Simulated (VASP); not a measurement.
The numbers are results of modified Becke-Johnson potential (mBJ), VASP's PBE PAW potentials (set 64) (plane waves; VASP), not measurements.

VASP input:

### KPOINTS
```
Automatic
0
G
6 6 6
```

**INCAR**
```
# general
SYSTEM   =  PbTe
PREC     =  Accurate
ENCUT    =  520   # plane-wave cut-off (eV)
LREAL    =  F
LASPH    =  T   # aspherical one-centre terms

# electronic loop
EDIFF    =  1E-6
NELM     =  200   # most electronic steps
ALGO     =  Normal   # blocked Davidson
LMAXMIX  =  4
LMIXTAU  =  T

# smearing
ISMEAR   =  0   # Gaussian
SIGMA    =  0.05   # width (eV)

# functional
METAGGA  =  MBJ

# ions
ISIF     =  0

# output
LWAVE    =  F
LCHARG   =  F
```

POSCAR:
```
PbTe
1
    0.0000000000     3.2832904818     3.2832904818
    3.2832904818     0.0000000000     3.2832904818
    3.2832904818     3.2832904818     0.0000000000
Te Pb
1 1
Direct
  0.5000000000   0.5000000000   0.5000000000
  0.0000000000   0.0000000000   0.0000000000
```

File KPOINTS_OPT:
```
k-points along high-symmetry lines
11
Line-mode
Reciprocal
  0.000000   0.000000   0.000000 ! GAMMA
  0.500000   0.000000   0.500000 ! X

  0.500000   0.000000   0.500000 ! X
  0.625000   0.250000   0.625000 ! U

  0.375000   0.375000   0.750000 ! K
  0.000000   0.000000   0.000000 ! GAMMA

  0.000000   0.000000   0.000000 ! GAMMA
  0.500000   0.500000   0.500000 ! L

  0.500000   0.500000   0.500000 ! L
  0.500000   0.250000   0.750000 ! W

  0.500000   0.250000   0.750000 ! W
  0.500000   0.000000   0.500000 ! X
```

POTCAR, in this order: Te Pb_d (PBE.64 set). Program: vasp_std. Read from the step before: WAVECAR.

The resulting files:

### OSZICAR
```
       N       E                     dE             d eps       ncg     rms          rms(c)
DAV:   1     0.147118630019E+04    0.14712E+04   -0.12501E+00   648   0.105E+01    0.118E+00
DAV:   2     0.147125584356E+04    0.69543E-01   -0.52621E-01   448   0.464E+00    0.173E+00
DAV:   3     0.147133141457E+04    0.75571E-01   -0.23107E-02   502   0.128E+00    0.140E+00
DAV:   4     0.147155708722E+04    0.22567E+00   -0.20998E-01   448   0.440E+00    0.411E-01
DAV:   5     0.147159508497E+04    0.37998E-01   -0.69532E-02   448   0.229E+00    0.191E-01
DAV:   6     0.147162088403E+04    0.25799E-01   -0.91436E-03   448   0.860E-01    0.967E-02
DAV:   7     0.147161767954E+04   -0.32045E-02   -0.79839E-03   448   0.791E-01    0.107E-01
DAV:   8     0.147164163443E+04    0.23955E-01   -0.27302E-03   448   0.358E-01    0.496E-02
DAV:   9     0.147163754638E+04   -0.40880E-02   -0.29923E-04   572   0.195E-01    0.168E-02
DAV:  10     0.147163845242E+04    0.90603E-03   -0.89965E-05   448   0.125E-01    0.187E-02
DAV:  11     0.147163957090E+04    0.11185E-02   -0.60874E-05   448   0.794E-02    0.954E-03
DAV:  12     0.147164007545E+04    0.50455E-03   -0.28458E-05   448   0.357E-02    0.733E-03
DAV:  13     0.147164041895E+04    0.34350E-03   -0.10377E-06   338   0.115E-02    0.443E-03
DAV:  14     0.147164046988E+04    0.50921E-04   -0.20394E-07   224   0.493E-03    0.309E-03
DAV:  15     0.147164096870E+04    0.49882E-03   -0.20713E-06   400   0.980E-03    0.717E-04
DAV:  16     0.147164085053E+04   -0.11816E-03   -0.97920E-08   224   0.377E-03    0.556E-04
DAV:  17     0.147164084359E+04   -0.69443E-05   -0.17630E-08   224   0.126E-03    0.527E-04
DAV:  18     0.147164088401E+04    0.40422E-04   -0.66445E-09   224   0.883E-04    0.304E-04
DAV:  19     0.147164088761E+04    0.35978E-05   -0.43016E-09   224   0.577E-04    0.344E-04
DAV:  20     0.147164094197E+04    0.54358E-04   -0.45574E-09   224   0.858E-04    0.137E-04
DAV:  21     0.147164091193E+04   -0.30041E-04   -0.21197E-09   224   0.671E-04    0.435E-05
DAV:  22     0.147164091694E+04    0.50115E-05   -0.65185E-10   224   0.227E-04    0.233E-05
DAV:  23     0.147164091647E+04   -0.46638E-06   -0.25845E-10   224   0.196E-04
   1 F= 0.14716409E+04 E0= 0.14716409E+04  d E =-.518333E-16
       N       E                     dE             ncg
       N       E                     dE             ncg
       N       E                     dE             ncg
       N       E                     dE             ncg
       N       E                     dE             ncg
```

**OUTCAR**
```
------------------------ aborting loop because EDIFF is reached ----------------------------------------
  volume of cell :       70.79
      direct lattice vectors                 reciprocal lattice vectors
     0.000000000  3.283290482  3.283290482    -0.152286251  0.152286251  0.152286251
     3.283290482  0.000000000  3.283290482     0.152286251 -0.152286251  0.152286251
     3.283290482  3.283290482  0.000000000     0.152286251  0.152286251 -0.152286251
  FREE ENERGIE OF THE ION-ELECTRON SYSTEM (eV)
  ---------------------------------------------------
  free  energy   TOTEN  =      1471.6409164710 eV

  energy  without entropy=     1471.6409164710  energy(sigma->0) =     1471.64091647

     CMBJ =    1.0000

     CMBJA=   -0.0120

     CMBJB=    1.0230

     CMBJE=    0.5000

    CMBJ =    1.2043
```
(Selected blocks of OUTCAR.)

File OUTCAR:
```
 val. band max:        5.0053943637   @ k =   0.5000   0.0000   0.0000

 cond. band min:       6.2315936800   @ k =   0.5000   0.0000   0.0000


 Fermi energy:         5.2789881187

 k-point     1 :       0.0000    0.0000    0.0000
  band No.  band energies     occupation
      1     -12.1421      2.00000
      2     -12.1421      2.00000
      3     -12.1196      2.00000
      4     -12.1196      2.00000
      5     -12.1196      2.00000
      6      -6.5547      2.00000
      7      -0.5132      2.00000
      8       3.7320      2.00000
      9       3.7320      2.00000
     10       3.7320      2.00000
     11       9.2801      0.00000
     12       9.2801      0.00000
     13       9.2807      0.00000
     14      11.0492      0.00000

 k-point     2 :       0.1667    0.0000    0.0000
  band No.  band energies     occupation
      1     -12.1441      2.00000
      2     -12.1441      2.00000
      3     -12.1190      2.00000
      4     -12.1171      2.00000
      5     -12.1170      2.00000
      6      -6.3378      2.00000
      7      -1.1691      2.00000
      8       3.7992      2.00000
      9       3.7993      2.00000
     10       4.1029      2.00000
     11       8.2095      0.00000
     12       8.3534      0.00000
     13       8.3540      0.00000
     14      11.1054      0.00000

 k-point     3 :       0.3333    0.0000    0.0000
  band No.  band energies     occupation
      1     -12.1488      2.00000
      2     -12.1488      2.00000
      3     -12.1177      2.00000
      4     -12.1114      2.00000
      5     -12.1113      2.00000
      6      -5.7553      2.00000
      7      -2.4321      2.00000
      8       3.9888      2.00000
      9       3.9889      2.00000
     10       4.6808      2.00000
     11       6.8607      0.00000
     12       7.1187      0.00000
     13       7.1194      0.00000
     14      12.0615      0.00000

 k-point     4 :       0.5000    0.0000    0.0000
  band No.  band energies     occupation
...
```

mBJ is a potential without an energy functional, so only the levels count. Unless said otherwise, spin-orbit coupling is left out, though it shifts the bands of the heavy elements here.

The compound is PbTe in the rock salt structure. It was relaxed first, which changed the volume by +5 %. The cell's shape comes from a PBE relaxation.
